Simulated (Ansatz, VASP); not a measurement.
# Sn in two plane-wave programs, part 4 of 5

One calculation is typed for both programs; each brings its own data sets. How far apart do they land? Of the first pair: The structure shown is the start of the Ansatz relaxation below; VASP solves that cell, so the two are compared at the walk's first step.

VASP 6.6.1 and Ansatz 0.2.0.

So far. Step 3 (VASP: single point, r2SCAN, start cell, pair 1): The run ends at a pressure of 3.42 GPa, with forces up to 0.13 eV/Å.

**6. VASP: single point, r2SCAN, start cell, pair 2**

Level of this step: r2SCAN; plane waves and PAW (Sn_d) (VASP).

The same cell, functional, mesh and smearing now go to VASP, with its own data sets.

Input file INCAR:

```
SYSTEM = Sn
PREC = Accurate
ENCUT = 440
EDIFF = 1E-06
NELM = 120
ISMEAR = 0
SIGMA = 0.015
LREAL = .FALSE.
ALGO = Normal
METAGGA = R2SCAN
LASPH = .TRUE.
NBANDS = 20
LORBIT = 11
LWAVE = .FALSE.
LCHARG = .FALSE.
ISIF = 2
ISYM = 2
GGA_COMPAT = .FALSE.
EFERMI = MIDGAP
LMIXTAU = .TRUE.
KPAR = 2
```

Input file POSCAR:

```
Sn
1.0
    0.0871530000      3.2725690000      3.2725690000
    3.2725690000      0.0871530000      3.2725690000
    3.2725690000      3.2725690000      0.0871530000
Sn
2
Direct
    0.5015250386      0.5015250386      0.5015250386
    0.7484749991      0.7484749991      0.7484749991
```

Input file KPOINTS:

```
Points of the shifted mesh
1728
Reciprocal
 0.0416666667  0.0416666667  0.0416666667 1
 0.0416666667  0.0416666667  0.1250000000 1
 0.0416666667  0.0416666667  0.2083333333 1
 0.0416666667  0.0416666667  0.2916666667 1
 0.0416666667  0.0416666667  0.3750000000 1
 0.0416666667  0.0416666667  0.4583333333 1
 0.0416666667  0.0416666667  0.5416666667 1
 0.0416666667  0.0416666667  0.6250000000 1
 0.0416666667  0.0416666667  0.7083333333 1
 0.0416666667  0.0416666667  0.7916666667 1
 0.0416666667  0.0416666667  0.8750000000 1
 0.0416666667  0.0416666667  0.9583333333 1
 0.0416666667  0.1250000000  0.0416666667 1
 0.0416666667  0.1250000000  0.1250000000 1
 0.0416666667  0.1250000000  0.2083333333 1
 0.0416666667  0.1250000000  0.2916666667 1
 0.0416666667  0.1250000000  0.3750000000 1
 0.0416666667  0.1250000000  0.4583333333 1
 0.0416666667  0.1250000000  0.5416666667 1
 0.0416666667  0.1250000000  0.6250000000 1
 0.0416666667  0.1250000000  0.7083333333 1
 0.0416666667  0.1250000000  0.7916666667 1
 0.0416666667  0.1250000000  0.8750000000 1
 0.0416666667  0.1250000000  0.9583333333 1
 0.0416666667  0.2083333333  0.0416666667 1
 0.0416666667  0.2083333333  0.1250000000 1
 0.0416666667  0.2083333333  0.2083333333 1
 0.0416666667  0.2083333333  0.2916666667 1
 0.0416666667  0.2083333333  0.3750000000 1
 0.0416666667  0.2083333333  0.4583333333 1
 0.0416666667  0.2083333333  0.5416666667 1
 0.0416666667  0.2083333333  0.6250000000 1
 0.0416666667  0.2083333333  0.7083333333 1
 0.0416666667  0.2083333333  0.7916666667 1
 0.0416666667  0.2083333333  0.8750000000 1
 0.0416666667  0.2083333333  0.9583333333 1
 0.0416666667  0.2916666667  0.0416666667 1
 0.0416666667  0.2916666667  0.1250000000 1
 0.0416666667  0.2916666667  0.2083333333 1
 0.0416666667  0.2916666667  0.2916666667 1
 0.0416666667  0.2916666667  0.3750000000 1
 0.0416666667  0.2916666667  0.4583333333 1
 0.0416666667  0.2916666667  0.5416666667 1
 0.0416666667  0.2916666667  0.6250000000 1
 0.0416666667  0.2916666667  0.7083333333 1
 0.0416666667  0.2916666667  0.7916666667 1
 0.0416666667  0.2916666667  0.8750000000 1
 0.0416666667  0.2916666667  0.9583333333 1
 0.0416666667  0.3750000000  0.0416666667 1
 0.0416666667  0.3750000000  0.1250000000 1
 0.0416666667  0.3750000000  0.2083333333 1
 0.0416666667  0.3750000000  0.2916666667 1
 0.0416666667  0.3750000000  0.3750000000 1
 0.0416666667  0.3750000000  0.4583333333 1
 0.0416666667  0.3750000000  0.5416666667 1
 0.0416666667  0.3750000000  0.6250000000 1
 0.0416666667  0.3750000000  0.7083333333 1
 0.0416666667  0.3750000000  0.7916666667 1
 0.0416666667  0.3750000000  0.8750000000 1
 0.0416666667  0.3750000000  0.9583333333 1
 0.0416666667  0.4583333333  0.0416666667 1
 0.0416666667  0.4583333333  0.1250000000 1
 0.0416666667  0.4583333333  0.2083333333 1
 0.0416666667  0.4583333333  0.2916666667 1
 0.0416666667  0.4583333333  0.3750000000 1
 0.0416666667  0.4583333333  0.4583333333 1
 0.0416666667  0.4583333333  0.5416666667 1
 0.0416666667  0.4583333333  0.6250000000 1
 0.0416666667  0.4583333333  0.7083333333 1
 0.0416666667  0.4583333333  0.7916666667 1
 0.0416666667  0.4583333333  0.8750000000 1
 0.0416666667  0.4583333333  0.9583333333 1
 0.0416666667  0.5416666667  0.0416666667 1
 0.0416666667  0.5416666667  0.1250000000 1
 0.0416666667  0.5416666667  0.2083333333 1
 0.0416666667  0.5416666667  0.2916666667 1
 0.0416666667  0.5416666667  0.3750000000 1
 0.0416666667  0.5416666667  0.4583333333 1
 0.0416666667  0.5416666667  0.5416666667 1
 0.0416666667  0.5416666667  0.6250000000 1
 0.0416666667  0.5416666667  0.7083333333 1
 0.0416666667  0.5416666667  0.7916666667 1
 0.0416666667  0.5416666667  0.8750000000 1
 0.0416666667  0.5416666667  0.9583333333 1
 0.0416666667  0.6250000000  0.0416666667 1
 0.0416666667  0.6250000000  0.1250000000 1
 0.0416666667  0.6250000000  0.2083333333 1
 0.0416666667  0.6250000000  0.2916666667 1
 0.0416666667  0.6250000000  0.3750000000 1
 0.0416666667  0.6250000000  0.4583333333 1
 0.0416666667  0.6250000000  0.5416666667 1
 0.0416666667  0.6250000000  0.6250000000 1
 0.0416666667  0.6250000000  0.7083333333 1
 0.0416666667  0.6250000000  0.7916666667 1
 0.0416666667  0.6250000000  0.8750000000 1
 0.0416666667  0.6250000000  0.9583333333 1
 0.0416666667  0.7083333333  0.0416666667 1
 0.0416666667  0.7083333333  0.1250000000 1
 0.0416666667  0.7083333333  0.2083333333 1
 0.0416666667  0.7083333333  0.2916666667 1
 0.0416666667  0.7083333333  0.3750000000 1
 0.0416666667  0.7083333333  0.4583333333 1
 0.0416666667  0.7083333333  0.5416666667 1
 0.0416666667  0.7083333333  0.6250000000 1
 0.0416666667  0.7083333333  0.7083333333 1
 0.0416666667  0.7083333333  0.7916666667 1
 0.0416666667  0.7083333333  0.8750000000 1
 0.0416666667  0.7083333333  0.9583333333 1
 0.0416666667  0.7916666667  0.0416666667 1
 0.0416666667  0.7916666667  0.1250000000 1
 0.0416666667  0.7916666667  0.2083333333 1
 0.0416666667  0.7916666667  0.2916666667 1
[... 1390 lines left out ...]
 0.8750000000  0.4583333333  0.1250000000 1
 0.8750000000  0.4583333333  0.2083333333 1
 0.8750000000  0.4583333333  0.2916666667 1
 0.8750000000  0.4583333333  0.3750000000 1
 0.8750000000  0.4583333333  0.4583333333 1
 0.8750000000  0.4583333333  0.5416666667 1
 0.8750000000  0.4583333333  0.6250000000 1
 0.8750000000  0.4583333333  0.7083333333 1
 0.8750000000  0.4583333333  0.7916666667 1
 0.8750000000  0.4583333333  0.8750000000 1
 0.8750000000  0.4583333333  0.9583333333 1
 0.8750000000  0.5416666667  0.0416666667 1
 0.8750000000  0.5416666667  0.1250000000 1
 0.8750000000  0.5416666667  0.2083333333 1
 0.8750000000  0.5416666667  0.2916666667 1
 0.8750000000  0.5416666667  0.3750000000 1
 0.8750000000  0.5416666667  0.4583333333 1
 0.8750000000  0.5416666667  0.5416666667 1
 0.8750000000  0.5416666667  0.6250000000 1
 0.8750000000  0.5416666667  0.7083333333 1
 0.8750000000  0.5416666667  0.7916666667 1
 0.8750000000  0.5416666667  0.8750000000 1
 0.8750000000  0.5416666667  0.9583333333 1
 0.8750000000  0.6250000000  0.0416666667 1
 0.8750000000  0.6250000000  0.1250000000 1
 0.8750000000  0.6250000000  0.2083333333 1
 0.8750000000  0.6250000000  0.2916666667 1
 0.8750000000  0.6250000000  0.3750000000 1
 0.8750000000  0.6250000000  0.4583333333 1
 0.8750000000  0.6250000000  0.5416666667 1
 0.8750000000  0.6250000000  0.6250000000 1
 0.8750000000  0.6250000000  0.7083333333 1
 0.8750000000  0.6250000000  0.7916666667 1
 0.8750000000  0.6250000000  0.8750000000 1
 0.8750000000  0.6250000000  0.9583333333 1
 0.8750000000  0.7083333333  0.0416666667 1
 0.8750000000  0.7083333333  0.1250000000 1
 0.8750000000  0.7083333333  0.2083333333 1
 0.8750000000  0.7083333333  0.2916666667 1
 0.8750000000  0.7083333333  0.3750000000 1
 0.8750000000  0.7083333333  0.4583333333 1
 0.8750000000  0.7083333333  0.5416666667 1
 0.8750000000  0.7083333333  0.6250000000 1
 0.8750000000  0.7083333333  0.7083333333 1
 0.8750000000  0.7083333333  0.7916666667 1
 0.8750000000  0.7083333333  0.8750000000 1
 0.8750000000  0.7083333333  0.9583333333 1
 0.8750000000  0.7916666667  0.0416666667 1
 0.8750000000  0.7916666667  0.1250000000 1
 0.8750000000  0.7916666667  0.2083333333 1
 0.8750000000  0.7916666667  0.2916666667 1
 0.8750000000  0.7916666667  0.3750000000 1
 0.8750000000  0.7916666667  0.4583333333 1
 0.8750000000  0.7916666667  0.5416666667 1
 0.8750000000  0.7916666667  0.6250000000 1
 0.8750000000  0.7916666667  0.7083333333 1
 0.8750000000  0.7916666667  0.7916666667 1
 0.8750000000  0.7916666667  0.8750000000 1
 0.8750000000  0.7916666667  0.9583333333 1
 0.8750000000  0.8750000000  0.0416666667 1
 0.8750000000  0.8750000000  0.1250000000 1
 0.8750000000  0.8750000000  0.2083333333 1
 0.8750000000  0.8750000000  0.2916666667 1
 0.8750000000  0.8750000000  0.3750000000 1
 0.8750000000  0.8750000000  0.4583333333 1
 0.8750000000  0.8750000000  0.5416666667 1
 0.8750000000  0.8750000000  0.6250000000 1
 0.8750000000  0.8750000000  0.7083333333 1
 0.8750000000  0.8750000000  0.7916666667 1
 0.8750000000  0.8750000000  0.8750000000 1
 0.8750000000  0.8750000000  0.9583333333 1
 0.8750000000  0.9583333333  0.0416666667 1
 0.8750000000  0.9583333333  0.1250000000 1
 0.8750000000  0.9583333333  0.2083333333 1
 0.8750000000  0.9583333333  0.2916666667 1
 0.8750000000  0.9583333333  0.3750000000 1
 0.8750000000  0.9583333333  0.4583333333 1
 0.8750000000  0.9583333333  0.5416666667 1
 0.8750000000  0.9583333333  0.6250000000 1
 0.8750000000  0.9583333333  0.7083333333 1
 0.8750000000  0.9583333333  0.7916666667 1
 0.8750000000  0.9583333333  0.8750000000 1
 0.8750000000  0.9583333333  0.9583333333 1
 0.9583333333  0.0416666667  0.0416666667 1
 0.9583333333  0.0416666667  0.1250000000 1
 0.9583333333  0.0416666667  0.2083333333 1
 0.9583333333  0.0416666667  0.2916666667 1
 0.9583333333  0.0416666667  0.3750000000 1
 0.9583333333  0.0416666667  0.4583333333 1
 0.9583333333  0.0416666667  0.5416666667 1
 0.9583333333  0.0416666667  0.6250000000 1
 0.9583333333  0.0416666667  0.7083333333 1
 0.9583333333  0.0416666667  0.7916666667 1
 0.9583333333  0.0416666667  0.8750000000 1
 0.9583333333  0.0416666667  0.9583333333 1
 0.9583333333  0.1250000000  0.0416666667 1
 0.9583333333  0.1250000000  0.1250000000 1
 0.9583333333  0.1250000000  0.2083333333 1
 0.9583333333  0.1250000000  0.2916666667 1
 0.9583333333  0.1250000000  0.3750000000 1
 0.9583333333  0.1250000000  0.4583333333 1
 0.9583333333  0.1250000000  0.5416666667 1
 0.9583333333  0.1250000000  0.6250000000 1
 0.9583333333  0.1250000000  0.7083333333 1
 0.9583333333  0.1250000000  0.7916666667 1
 0.9583333333  0.1250000000  0.8750000000 1
 0.9583333333  0.1250000000  0.9583333333 1
 0.9583333333  0.2083333333  0.0416666667 1
 0.9583333333  0.2083333333  0.1250000000 1
 0.9583333333  0.2083333333  0.2083333333 1
 0.9583333333  0.2083333333  0.2916666667 1
 0.9583333333  0.2083333333  0.3750000000 1
 0.9583333333  0.2083333333  0.4583333333 1
 0.9583333333  0.2083333333  0.5416666667 1
 0.9583333333  0.2083333333  0.6250000000 1
 0.9583333333  0.2083333333  0.7083333333 1
 0.9583333333  0.2083333333  0.7916666667 1
 0.9583333333  0.2083333333  0.8750000000 1
 0.9583333333  0.2083333333  0.9583333333 1
 0.9583333333  0.2916666667  0.0416666667 1
 0.9583333333  0.2916666667  0.1250000000 1
 0.9583333333  0.2916666667  0.2083333333 1
 0.9583333333  0.2916666667  0.2916666667 1
 0.9583333333  0.2916666667  0.3750000000 1
 0.9583333333  0.2916666667  0.4583333333 1
 0.9583333333  0.2916666667  0.5416666667 1
 0.9583333333  0.2916666667  0.6250000000 1
 0.9583333333  0.2916666667  0.7083333333 1
 0.9583333333  0.2916666667  0.7916666667 1
 0.9583333333  0.2916666667  0.8750000000 1
 0.9583333333  0.2916666667  0.9583333333 1
 0.9583333333  0.3750000000  0.0416666667 1
 0.9583333333  0.3750000000  0.1250000000 1
 0.9583333333  0.3750000000  0.2083333333 1
 0.9583333333  0.3750000000  0.2916666667 1
 0.9583333333  0.3750000000  0.3750000000 1
 0.9583333333  0.3750000000  0.4583333333 1
 0.9583333333  0.3750000000  0.5416666667 1
 0.9583333333  0.3750000000  0.6250000000 1
 0.9583333333  0.3750000000  0.7083333333 1
 0.9583333333  0.3750000000  0.7916666667 1
 0.9583333333  0.3750000000  0.8750000000 1
 0.9583333333  0.3750000000  0.9583333333 1
 0.9583333333  0.4583333333  0.0416666667 1
 0.9583333333  0.4583333333  0.1250000000 1
 0.9583333333  0.4583333333  0.2083333333 1
 0.9583333333  0.4583333333  0.2916666667 1
 0.9583333333  0.4583333333  0.3750000000 1
 0.9583333333  0.4583333333  0.4583333333 1
 0.9583333333  0.4583333333  0.5416666667 1
 0.9583333333  0.4583333333  0.6250000000 1
 0.9583333333  0.4583333333  0.7083333333 1
 0.9583333333  0.4583333333  0.7916666667 1
 0.9583333333  0.4583333333  0.8750000000 1
 0.9583333333  0.4583333333  0.9583333333 1
 0.9583333333  0.5416666667  0.0416666667 1
 0.9583333333  0.5416666667  0.1250000000 1
 0.9583333333  0.5416666667  0.2083333333 1
 0.9583333333  0.5416666667  0.2916666667 1
 0.9583333333  0.5416666667  0.3750000000 1
 0.9583333333  0.5416666667  0.4583333333 1
 0.9583333333  0.5416666667  0.5416666667 1
 0.9583333333  0.5416666667  0.6250000000 1
 0.9583333333  0.5416666667  0.7083333333 1
 0.9583333333  0.5416666667  0.7916666667 1
 0.9583333333  0.5416666667  0.8750000000 1
 0.9583333333  0.5416666667  0.9583333333 1
 0.9583333333  0.6250000000  0.0416666667 1
 0.9583333333  0.6250000000  0.1250000000 1
 0.9583333333  0.6250000000  0.2083333333 1
 0.9583333333  0.6250000000  0.2916666667 1
 0.9583333333  0.6250000000  0.3750000000 1
 0.9583333333  0.6250000000  0.4583333333 1
 0.9583333333  0.6250000000  0.5416666667 1
 0.9583333333  0.6250000000  0.6250000000 1
 0.9583333333  0.6250000000  0.7083333333 1
 0.9583333333  0.6250000000  0.7916666667 1
 0.9583333333  0.6250000000  0.8750000000 1
 0.9583333333  0.6250000000  0.9583333333 1
 0.9583333333  0.7083333333  0.0416666667 1
 0.9583333333  0.7083333333  0.1250000000 1
 0.9583333333  0.7083333333  0.2083333333 1
 0.9583333333  0.7083333333  0.2916666667 1
 0.9583333333  0.7083333333  0.3750000000 1
 0.9583333333  0.7083333333  0.4583333333 1
 0.9583333333  0.7083333333  0.5416666667 1
 0.9583333333  0.7083333333  0.6250000000 1
 0.9583333333  0.7083333333  0.7083333333 1
 0.9583333333  0.7083333333  0.7916666667 1
 0.9583333333  0.7083333333  0.8750000000 1
 0.9583333333  0.7083333333  0.9583333333 1
 0.9583333333  0.7916666667  0.0416666667 1
 0.9583333333  0.7916666667  0.1250000000 1
 0.9583333333  0.7916666667  0.2083333333 1
 0.9583333333  0.7916666667  0.2916666667 1
 0.9583333333  0.7916666667  0.3750000000 1
 0.9583333333  0.7916666667  0.4583333333 1
 0.9583333333  0.7916666667  0.5416666667 1
 0.9583333333  0.7916666667  0.6250000000 1
 0.9583333333  0.7916666667  0.7083333333 1
 0.9583333333  0.7916666667  0.7916666667 1
 0.9583333333  0.7916666667  0.8750000000 1
 0.9583333333  0.7916666667  0.9583333333 1
 0.9583333333  0.8750000000  0.0416666667 1
 0.9583333333  0.8750000000  0.1250000000 1
 0.9583333333  0.8750000000  0.2083333333 1
 0.9583333333  0.8750000000  0.2916666667 1
 0.9583333333  0.8750000000  0.3750000000 1
 0.9583333333  0.8750000000  0.4583333333 1
 0.9583333333  0.8750000000  0.5416666667 1
 0.9583333333  0.8750000000  0.6250000000 1
 0.9583333333  0.8750000000  0.7083333333 1
 0.9583333333  0.8750000000  0.7916666667 1
 0.9583333333  0.8750000000  0.8750000000 1
 0.9583333333  0.8750000000  0.9583333333 1
 0.9583333333  0.9583333333  0.0416666667 1
 0.9583333333  0.9583333333  0.1250000000 1
 0.9583333333  0.9583333333  0.2083333333 1
 0.9583333333  0.9583333333  0.2916666667 1
 0.9583333333  0.9583333333  0.3750000000 1
 0.9583333333  0.9583333333  0.4583333333 1
 0.9583333333  0.9583333333  0.5416666667 1
 0.9583333333  0.9583333333  0.6250000000 1
 0.9583333333  0.9583333333  0.7083333333 1
 0.9583333333  0.9583333333  0.7916666667 1
 0.9583333333  0.9583333333  0.8750000000 1
 0.9583333333  0.9583333333  0.9583333333 1
```

Potentials, in the order of the species: Sn_d (PBE family, release 64).

Started as:

```console
$ mpirun -np 2 vasp_std
```

Numbers of over 12 decimals in the logs are rounded to 6 here.

Log:

```text
[banner, memory and clock lines left out]
running    2 mpi-ranks, on    1 nodes
[...]
[... a notice as in an earlier step ...]

 LDA part: xc-table for (None), standard interpolation
 POSCAR, INCAR and KPOINTS ok, starting setup
[...]
entering main loop
       N       E                     dE             d eps       ncg     rms          rms(c)
DAV:   1     0.173900790118E+03    0.17390E+03   -0.14274E+04 69540   0.192E+03
DAV:   2    -0.305409315158E+02   -0.20444E+03   -0.20082E+03 69412   0.429E+02
DAV:   3    -0.529246173640E+02   -0.22384E+02   -0.22262E+02 79184   0.142E+02
DAV:   4    -0.536395672158E+02   -0.71495E+00   -0.71467E+00 78220   0.289E+01
[...]
DAV:  17    -0.494519092911E+02   -0.43345E-05   -0.26375E-06 57080   0.152E-02    0.110E-03
DAV:  18    -0.494519123490E+02   -0.30579E-05   -0.14642E-06 57916   0.135E-02    0.517E-04
DAV:  19    -0.494519123948E+02   -0.45789E-07   -0.67234E-08 42208   0.348E-03
   1 F= -.49451912E+02 E0= -.49451912E+02  d E =-.187262E-20
```

From OUTCAR (step 6):

```text
  Total        1.0527016      1.0527016      1.0527016     -0.4784283     -0.4784283     -0.4784283
  in kB       25.0622460     25.0622460     25.0622460    -11.3902055    -11.3902055    -11.3902055
  external PRESSURE =      25.0622460 kB  Pullay stress =       0.0000000 kB

 POSITION                                       TOTAL-FORCE (eV/Angst)
 -----------------------------------------------------------------------------------
      3.32626      3.32626      3.32626         0.067811      0.067811      0.067811
      4.96410      4.96410      4.96410        -0.067811     -0.067811     -0.067811
 -----------------------------------------------------------------------------------
    total drift:                               -0.000000     -0.000000     -0.000000

  FREE ENERGIE OF THE ION-ELECTRON SYSTEM (eV)
  ---------------------------------------------------
  free  energy   TOTEN  =       -49.4519123948 eV

  energy  without entropy=      -49.4519123948  energy(sigma->0) =      -49.45191239

[... 1 part as in an earlier step ...]

[... 2 further parts left out ...]
[key lines of the parts left out:]
E-fermi :   5.9035
```

The run ends at a pressure of 2.51 GPa, with forces up to 0.12 eV/Å.

**7. Differences**

Forces (eV/Å; atoms numbered as in POSCAR):

```
atom          Ansatz x, y, z            VASP x, y, z
 Sn1     0.068, 0.068, 0.068     0.068, 0.068, 0.068
 Sn2  -0.068, -0.068, -0.068  -0.068, -0.068, -0.068
```

The forces differ by 0.3 meV/Å r.m.s., which is 0.5 % of the r.m.s. force of 0.068 eV/Å (both taken over all components).

**8. Ansatz: relaxation, r2SCAN**

This run makes the geometry at which the two programs are then compared. The cell compared in this pair holds 67.65 Å³, against 67.30 Å³ for the pair before.

The structure compared here is the end of the Ansatz relaxation.

Input file input.yaml:

```yaml
crystal:
  lattice:
    - [0.0871531017, 3.2725689659, 3.2725689659]
    - [3.2725689659, 0.0871531017, 3.2725689659]
    - [3.2725689659, 3.2725689659, 0.0871531017]
  atoms:
    - { symbol: Sn, position: [0.5015250593, 0.5015250593, 0.5015250593] }
    - { symbol: Sn, position: [0.7484749407, 0.7484749407, 0.7484749407] }
  conventional_axes: [[-1, 1, 0], [0, -1, 1], [1, 1, 1]]
kpoints:
  mp_grid: { grid: [12, 12, 12], shift: [0.5, 0.5, 0.5] }
hamiltonian:
  xc: r2scan
  pseudopotentials: { kind: paw, azcp: { folder: soft_1 } }
scf:
  occupations: { method: gaussian, width: 0.015 }
output:
  forces: true
  stress: true
  eigenvalues: true
relax:
  adjacent_minimum: "off"
  f_tol: 0.001
  max_steps: 60
  cell: { stress_tol: 0.01, fix: [a, b, angles] }
```

Started as:

```console
$ ansatz run input.yaml --threads 4 --pin off --max-ram 10240MiB --backend cpu --events-out ev --progress --plain --runs-dir out
```

Log:

```text
[...]
Crystal: 2 atoms, lattice volume = 67.297 Å³
Basis set: ecut = 500 eV, 1717 PW (Γ), exchange–correlation on 144×144×144 points (64 copies of the dense FFT grid, shifted against one another)
Bands: 18, of which v1, the nominal top of the filled ones, is band 14 counted from 1 (13 counted from 0)
Symmetry: 12 space group operations
[...]
k-points: 182 of 1728
[...]
k-point 181: bands = [... 10 lower, -1.6090, 1.2617, 6.2337, 6.7752, 9.1592, 11.3897, 11.7057, 14.3654]
--- Relaxed structure (5 steps of the walk, 4 accepted, 1 SCFs on fresh bases) ---
[...]
cell:  # Å, volume = 67.6524 Å³
    - [0.098828, 3.284244, 3.284244]
    - [3.284244, 0.098828, 3.284244]
    - [3.284244, 3.284244, 0.098828]
  atoms:
    - { symbol: Sn, position: [0.502364, 0.502364, 0.502364] }
    - { symbol: Sn, position: [0.747636, 0.747636, 0.747636] }
[key lines of the parts left out:]
SCF converged after 5 iterations
Free energy (F): -12077.368524 eV
Fermi energy:    8.111209 eV
P = ⅓ Tr σ = 2.1964 GPa (21.964 kbar)
```

[end of part 4 of 5]

[Lines on the potential files, build, host, timing and source positions are cut from VASP's logs without a mark.]

[Logs are printed without paths, hosts, clocks, repeated set-up lines and the standing remarks that a program may print on its own settings, such as how far it seeks lower states.]

[Hosts, paths, dates, database ids (printed as entryN), source tags and the programs' standing remarks are cut or masked in the printed files.]
